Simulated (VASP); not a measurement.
# Ti8N5O3 (R-3m) in VASP: a series of runs

Runs on Ti8N5O3. Level: PBEsol. Tasks: relaxation of cell and atoms.

Everything below comes from runs of VASP 6.6.1. Logs are shortened: lines on timing, memory, paths and dates and some standing lists are left out, and cuts for length are marked.

**1. The structure**

It takes space group R-3m (No. 166, trigonal). The conventional cell has a = 5.961 Å, b = 5.961 Å, c = 14.602 Å, α = 90.00°, β = 90.00°, γ = 120.00°. Ti (site symmetry m) has 2 O at 2.11 Å and 4 N at 2.11 Å as nearest neighbours. Ti (site symmetry 3m) has 3 O at 2.11 Å and 3 N at 2.11 Å as nearest neighbours. O (site symmetry 2/m) is surrounded by 6 Ti at 2.11 Å. N (site symmetry -3m) is surrounded by 6 Ti at 2.11 Å. N (site symmetry -3m) is surrounded by 6 Ti at 2.11 Å. N (site symmetry 2/m) has 6 Ti at 2.11 Å as nearest neighbours.

The cell was built by a generator and needn't be a form met in nature.

**2. Relaxation of cell and atoms, PBEsol**

Input file INCAR:

```
ALGO = Normal
EDIFF = 1E-6
EDIFFG = -0.01
ENCUT = 600
GGA = PS
IBRION = 2
ISIF = 3
ISMEAR = 1
KPAR = 4
LASPH = True
LCHARG = False
LREAL = False
LWAVE = False
NELM = 80
NSW = 90
PREC = Accurate
SIGMA = 0.1
```

Input file KPOINTS:

```
k-points
0
Gamma
  9 9 8
```

Input file POSCAR:

```
Ti8N5O3
1.0
   -4.2153366800     -4.2153366800      0.0000000000
    0.0000000000     -4.2153366800      4.2153366800
   -4.2153366800      0.0000000000      4.2153366800
Ti O N
8 3 5
Direct
    0.5000000000      0.0000000000      0.0000000000
    0.0000000000      0.0000000000      0.0000000000
    0.5000000000      0.5000000000      0.0000000000
    0.0000000000      0.5000000000      0.0000000000
    0.5000000000      0.0000000000      0.5000000000
    0.0000000000      0.0000000000      0.5000000000
    0.5000000000      0.5000000000      0.5000000000
    0.0000000000      0.5000000000      0.5000000000
    0.7500000000      0.2500000000      0.2500000000
    0.2500000000      0.2500000000      0.2500000000
    0.7500000000      0.7500000000      0.2500000000
    0.2500000000      0.7500000000      0.2500000000
    0.7500000000      0.2500000000      0.7500000000
    0.2500000000      0.2500000000      0.7500000000
    0.7500000000      0.7500000000      0.7500000000
    0.2500000000      0.7500000000      0.7500000000
```

Potentials or basis: VASP PAW PBE potentials, release 64 (Ti_sv, O, N).

On the command line:

```sh
> cat potpaw_PBE.64/Ti_sv/POTCAR potpaw_PBE.64/O/POTCAR potpaw_PBE.64/N/POTCAR > POTCAR
> mpirun -np 4 vasp_std > vasp.out
```

OUTCAR:

```text
EDIFF = 1E-6
   EDIFFG = -0.01
   ENCUT = 600
   GGA = PS
   IBRION = 2
   ISIF = 3
   ISMEAR = 1
   LASPH = True
   LREAL = False
   NELM = 80
   NSW = 90
   PREC = Accurate

 ion  position               nearest neighbor table
   1  0.500  0.000  0.000-  10 2.11  11 2.11  12 2.11  13 2.11  14 2.11  15 2.11
   2  0.000  0.000  0.000-   9 2.11  11 2.11  12 2.11  13 2.11  14 2.11  16 2.11
   3  0.500  0.500  0.000-   9 2.11  10 2.11  12 2.11  13 2.11  15 2.11  16 2.11
   4  0.000  0.500  0.000-   9 2.11  10 2.11  11 2.11  14 2.11  15 2.11  16 2.11
   5  0.500  0.000  0.500-   9 2.11  10 2.11  11 2.11  14 2.11  15 2.11  16 2.11
   6  0.000  0.000  0.500-   9 2.11  10 2.11  12 2.11  13 2.11  15 2.11  16 2.11
[... 8 lines left out ...]
  15  0.750  0.750  0.750-   1 2.11   3 2.11   4 2.11   5 2.11   6 2.11   8 2.11
  16  0.250  0.750  0.750-   2 2.11   3 2.11   4 2.11   5 2.11   6 2.11   7 2.11

  LATTYP: Found a face centered cubic cell.
 ALAT       =     8.4306733600

  Lattice vectors:

 A1 = (  -4.2153366800,  -4.2153366800,   0.0000000000)
 A2 = (   0.0000000000,  -4.2153366800,   4.2153366800)
 A3 = (  -4.2153366800,   0.0000000000,   4.2153366800)

Analysis of symmetry for initial positions (statically):
=====================================================================
 Subroutine PRICEL returns:
 Original cell was already a primitive cell.

 Routine SETGRP: Setting up the symmetry group for a
 face centered cubic supercell.

 Subroutine GETGRP returns: Found 12 space group operations
 (whereof  2 operations were pure point group operations)
 out of a pool of 48 trial point group operations.

The static configuration has the point symmetry C_1h.
 The point group associated with its full space group is D_3d.

Analysis of symmetry for dynamics (positions and initial velocities):
=====================================================================
 Subroutine PRICEL returns:
 Original cell was already a primitive cell.

 Routine SETGRP: Setting up the symmetry group for a
 face centered cubic supercell.

 Subroutine GETGRP returns: Found 12 space group operations
 (whereof  2 operations were pure point group operations)
 out of a pool of 48 trial point group operations.

The dynamic configuration has the point symmetry C_1h.
 The point group associated with its full space group is D_3d.

 Subroutine INISYM returns: Found 12 space group operations
 (whereof  2 operations are pure point group operations),
 and found     1 'primitive' translations

----------------------------------------------------------------------------------------

                                     Primitive cell

  volume of cell :     149.8052

  direct lattice vectors                    reciprocal lattice vectors
    -4.215336680 -4.215336680  0.000000000    -0.118614488 -0.118614488 -0.118614488
     0.000000000 -4.215336680  4.215336680     0.118614488 -0.118614488  0.118614488
    -4.215336680  0.000000000  4.215336680    -0.118614488  0.118614488  0.118614488

  length of vectors
     5.961386303  5.961386303  5.961386303     0.205446319  0.205446319  0.205446319

  position of ions in fractional coordinates (direct lattice)
     0.500000000  0.000000000  0.000000000
     0.000000000  0.000000000  0.000000000
     0.500000000  0.500000000  0.000000000
     0.000000000  0.500000000  0.000000000
     0.500000000  0.000000000  0.500000000
     0.000000000  0.000000000  0.500000000
[... 8 lines left out ...]
     0.750000000  0.750000000  0.750000000
     0.250000000  0.750000000  0.750000000

  ion indices of the primitive-cell ions
   primitive index   ion index
                 1           1
                 2           2
                 3           3
                 4           4
                 5           5
                 6           6
[... 8 lines left out ...]
                15          15
                16          16

----------------------------------------------------------------------------------------

 KPOINTS: k-points

Automatic generation of k-mesh.
 Grid dimensions read from file:
 generate k-points for:    9    9    8

 Generating k-lattice:

  Cartesian coordinates                     Fractional coordinates (reciprocal lattice)
    -0.013179388 -0.013179388 -0.013179388     0.111111111  0.000000000  0.000000000
     0.013179388 -0.013179388  0.013179388     0.000000000  0.111111111  0.000000000
    -0.014826811  0.014826811  0.014826811     0.000000000  0.000000000  0.125000000

  Length of vectors
     0.022827369  0.022827369  0.025680790

  Shift w.r.t. Gamma in fractional coordinates (k-lattice)
     0.000000000  0.000000000  0.000000000

 -----------------------------------------------------------------------------
|                                                                             |
|           W    W    AA    RRRRR   N    N  II  N    N   GGGG   !!!           |
|           W    W   A  A   R    R  NN   N  II  NN   N  G    G  !!!           |
|           W    W  A    A  R    R  N N  N  II  N N  N  G       !!!           |
|           W WW W  AAAAAA  RRRRR   N  N N  II  N  N N  G  GGG   !            |
|           WW  WW  A    A  R   R   N   NN  II  N   NN  G    G                |
|           W    W  A    A  R    R  N    N  II  N    N   GGGG   !!!           |
|                                                                             |
|     Your reciprocal lattice and k-lattice belong to different lattice       |
|     classes:                                                                |
|                                                                             |
|        The reciprocal lattice is body-centered cubic,                       |
|        whereas your k-lattice is base-centered monoclinic.                  |
|                                                                             |
|     Results are often still useful ...                                      |
|                                                                             |
 -----------------------------------------------------------------------------

 WARNING: IBZKPT: internal override: KBLOWUP is changed to .FALSE.
      ... skipping the blow-up phase ...

 Subroutine IBZKPT returns following result:
 ===========================================

 Found    185 irreducible k-points:

 Following reciprocal coordinates:
            Coordinates               Weight
  0.000000  0.000000  0.000000      1.000000
  0.111111  0.000000  0.000000      4.000000
  0.222222  0.000000  0.000000      4.000000
  0.333333  0.000000  0.000000      4.000000
  0.444444  0.000000  0.000000      4.000000
  0.111111  0.111111  0.000000      2.000000
[... 16 lines left out ...]
 -0.333333  0.333333  0.000000      2.000000
  0.444444  0.444444  0.000000      2.000000
 [... further k-points ...]
   k-points           NKPTS =    185   k-points in BZ     NKDIM =    185   number of bands    NBANDS=     83
   number of dos      NEDOS =    301   number of ions     NIONS =     16
   total plane-waves  NPLWV = 110592
   dimension x,y,z NGX =    48 NGY =   48 NGZ =   48
   dimension x,y,z NGXF=    96 NGYF=   96 NGZF=   96
   ions per type =               8   3   5
   NGX,Y,Z   is equivalent  to a cutoff of  13.39, 13.39, 13.39 a.u.
   NGXF,Y,Z  is equivalent  to a cutoff of  26.77, 26.77, 26.77 a.u.
 SYSTEM =  unknown system
   PREC   = accura    normal or accurate (medium, high low for compatibility)
   ISTART =      0    job   : 0-new  1-cont  2-samecut
   ICHARG =      2    charge: 1-file 2-atom 10-const
   ISPIN  =      1    spin polarized calculation?
   LNONCOLLINEAR =      F non collinear calculations
   LSORBIT =      F    spin-orbit coupling
   LASPH  =      T    aspherical Exc in radial PAW
   ENCUT  =  600.0 eV  44.10 Ry    6.64 a.u.  11.91 11.91 11.91*2*pi/ulx,y,z
   NELM   =     80;   NELMIN=  2; NELMDL= -5     # of ELM steps
   EDIFF  = 0.1E-05   stopping-criterion for ELM
   LREAL  =      F    real-space projection
   EDIFFG = -.1E-01   stopping-criterion for IOM
   NSW    =     90    number of steps for IOM
   IBRION =      2    ionic relax: 0-MD 1-quasi-New 2-CG
   NFREE  =      1    steps in history (QN), initial steepest desc. (CG)
   ISIF   =      3    stress and relaxation
   ISYM   =      2    0-nonsym 1-usesym 2-fastsym
   POTIM  = 0.5000    time-step for ionic-motion
   TEBEG  =    0.0;   TEEND  =   0.0 temperature during run
   PSTRESS=    0.0 pullay stress
   NELECT =     139.0000    total number of electrons
   NUPDOWN=      -1.0000    fix difference up-down
   EMIN   =  10.00;   EMAX   =-10.00  energy-range for DOS
   EFERMI =   0.00;   METHOD = LEGACY
   ISMEAR =     1;   SIGMA  =   0.10  broadening in eV -4-tet -1-fermi 0-gaus
   EFERMI_NEDOS =   21; number of points for ismear=-14 and -15
   IALGO  =     38    algorithm
   IMIX   =      4    mixing-type and parameters
     AMIX     =   0.40;   BMIX     =  1.00
     AMIX_MAG =   1.60;   BMIX_MAG =  1.00
  volume/ion in A,a.u.               =       9.36        63.18
  Fermi-wavevector in a.u.,A,eV,Ry     =   1.596752  3.017424 34.689649  2.549617
  Thomas-Fermi vector in A             =   2.694466
   LORBIT       =      0    0 simple, 1 ext, 2 COOP (PROOUT), +10 PAW based schemes
   GGA     = PS    functional components
   LHFCALC =     F    Hartree Fock is set to
   AEXX    =    0.0000 exact exchange contribution
   IVDW    =     0    specifies the selected vdW correction
   LEPSILON=     F    determine dielectric tensor
   LRPA    =     F    only Hartree local field effects (RPA)
 conjugate gradient relaxation of ions
 non-spin polarized calculation
 Methfessel and Paxton  Order N= 1 SIGMA  =   0.10
  energy-cutoff  :      600.00
  volume of cell :      149.81
 maximum number of plane-waves:      5029
   NGX = 23   NGY = 23   NGZ = 23

--------------------------------------- Ionic step        1  -------------------------------------------

 number of electron     139.0000009 magnetization

 Free energy of the ion-electron system (eV)
  ---------------------------------------------------
  ext. energy  EPLUGINS =         0.00000000
  ---------------------------------------------------
  free energy    TOTEN  =      -159.69898066 eV

  energy without entropy =     -159.69974708  energy(sigma->0) =     -159.69923613

------------------------ aborting loop because EDIFF is reached ----------------------------------------

  FORCE on cell =-STRESS in cart. coord.  units (eV):
  Direction    XX          YY          ZZ          XY          YZ          ZX
  --------------------------------------------------------------------------------------
  -------------------------------------------------------------------------------------
  Total       -0.6011482     -0.6011482     -0.6011482      0.2385682     -0.2385682      0.2385682
  in kB       -6.4293247     -6.4293247     -6.4293247      2.5515044     -2.5515044      2.5515044
  external PRESSURE =      -6.4293247 kB  Pullay stress =       0.0000000 kB
[... 131 lines left out ...]
  FREE ENERGIE OF THE ION-ELECTRON SYSTEM (eV)
  ---------------------------------------------------
  free  energy   TOTEN  =      -160.4613015877 eV

  energy  without entropy=     -160.4612247387  energy(sigma->0) =     -160.46127597

[... ionic steps 4 to 11 ...]

--------------------------------------- Ionic step       12  -------------------------------------------

 number of electron     139.0000018 magnetization

------------------------ aborting loop because EDIFF is reached ----------------------------------------
[... 95 lines left out ...]
--------------------------------------- Ionic step       14  -------------------------------------------

 number of electron     139.0000018 magnetization

 Free energy of the ion-electron system (eV)
  ---------------------------------------------------
  ext. energy  EPLUGINS =         0.00000000
  ---------------------------------------------------
  free energy    TOTEN  =      -160.58644808 eV

  energy without entropy =     -160.58736103  energy(sigma->0) =     -160.58675239

 E-fermi :  11.6641     XC(G=0): -13.2179

 val. band max:       11.6624480010   @ k =   0.1111   0.1111   0.5000
 cond. band min:      11.6659871620   @ k =  -0.1111   0.0000   0.3750
 fundamental gap:      0.0035391610
 Fermi energy:        11.6640512511

 k-point     1 :       0.0000    0.0000    0.0000
  band No.  band energies     occupation
      1     -45.9518      2.00000
      2     -45.8501      2.00000
      3     -45.8237      2.00000
      4     -45.8237      2.00000
      5     -45.8203      2.00000
      6     -45.7974      2.00000
[... 2005 lines left out ...]
     80      13.0354     -0.00000
     81      13.0598     -0.00000

 [... further k-points ...]

 [bands above 81 left out]

------------------------ aborting loop because EDIFF is reached ----------------------------------------

  FORCE on cell =-STRESS in cart. coord.  units (eV):
  Direction    XX          YY          ZZ          XY          YZ          ZX
  --------------------------------------------------------------------------------------
  -------------------------------------------------------------------------------------
  Total        0.0131079      0.0131079      0.0131079      0.0025398     -0.0025398      0.0025398
  in kB        0.1389070      0.1389070      0.1389070      0.0269145     -0.0269145      0.0269145
  external PRESSURE =       0.1389070 kB  Pullay stress =       0.0000000 kB
[... 31 lines left out ...]
  FREE ENERGIE OF THE ION-ELECTRON SYSTEM (eV)
  ---------------------------------------------------
  free  energy   TOTEN  =      -160.5864480786 eV

  energy  without entropy=     -160.5873610264  energy(sigma->0) =     -160.58675239

 reached required accuracy - stopping structural energy minimisation
```

Run time: 1.5 h. Hardware: 4 MPI ranks of Intel Xeon 6975P-C (Granite Rapids), shared host; peak memory 1.8 GiB.

What came out:

```
Free energy                            : -160.5864 eV
Relaxed volume                         : 9.45 Å³/atom
Relaxed cell                           : a = 5.973 Å, b = 5.973 Å, c = 5.986 Å, α = 60.07°, β = 60.07°, γ = 60.00°
Space group after relaxing (to 0.05 Å) : R-3m (No. 166)
Energy gained by relaxing              : 55.5 meV/atom
Ionic steps                            : 14
Pressure after relaxing                : 0.0 GPa
Largest force after relaxing           : 0.006 eV/Å
Band gap on the k mesh                 : none (metal or under the smearing width)
```

Forces in eV/Å, atoms in the order of the input:
```
Ti   0.001  0.001 -0.001
Ti  -0.001 -0.001 -0.001
Ti   0.001 -0.001  0.001
Ti  -0.003  0.003  0.003
Ti   0.003 -0.003 -0.003
Ti  -0.001  0.001 -0.001
Ti   0.001  0.001  0.001
Ti  -0.001 -0.001  0.001
O    0.000  0.000  0.000
O    0.000  0.000  0.000
O    0.000  0.000  0.000
N    0.000  0.000  0.000
N    0.000  0.000  0.000
N    0.000  0.000  0.000
N    0.000  0.000  0.000
N    0.000  0.000  0.000
```

Step by step:
```
step  energy change (eV)  largest force (eV/Å)  pressure (GPa)  volume (Å³)
   1              0.0000                1.7511           -0.64       149.81
   2             -0.7206                0.9303            2.31       148.99
   3             -0.7623                1.0510            6.69       148.33
   4             -0.8410                0.2176            4.27       148.66
   5             -0.8430                0.1439            4.53       148.62
   6             -0.8178                0.2596           -5.52       154.71
   7             -0.8834                0.1530           -0.09       151.26
   8             -0.8871                0.0302           -0.14       151.24
   9             -0.8873                0.0300           -0.16       151.24
  10             -0.8873                0.0181            0.28       151.03
  11             -0.8874                0.0107            0.09       151.14
  12             -0.8874                0.0111            0.06       151.14
  13             -0.8874                0.0111            0.05       151.14
  14             -0.8875                0.0055            0.01       151.19
```

Final structure:
```
Ti O N
1.0
    -4.22363   -4.22363    0.00000
     0.00000   -4.22363    4.22363
    -4.23292    0.00929    4.23292
Ti O N
8 3 5
Direct
  0.50077 0.00077 0.98006
  0.01841 0.00077 0.98006
  0.50077 0.51841 0.98006
  0.00825 0.50825 0.97525
  0.49175 0.99175 0.52475
  0.99923 0.98159 0.51994
  0.48159 0.49923 0.51994
  0.99923 0.49923 0.51994
  0.75000 0.25000 0.25000
  0.25000 0.25000 0.25000
  0.75000 0.75000 0.25000
  0.25000 0.75000 0.25000
  0.75000 0.25000 0.75000
  0.25000 0.25000 0.75000
  0.75000 0.75000 0.75000
  0.25000 0.75000 0.75000
```

Caveat: the PAW data sets were made with another functional, which shifts forces and pressure a little; an odd number of electrons without spin polarisation forces a metal; a magnetic or distorted state may lie lower; semilocal functionals often make such compounds metallic where correlation or magnetic order opens a gap, which also shifts bond lengths.

(Continued in part 2 of 2.)
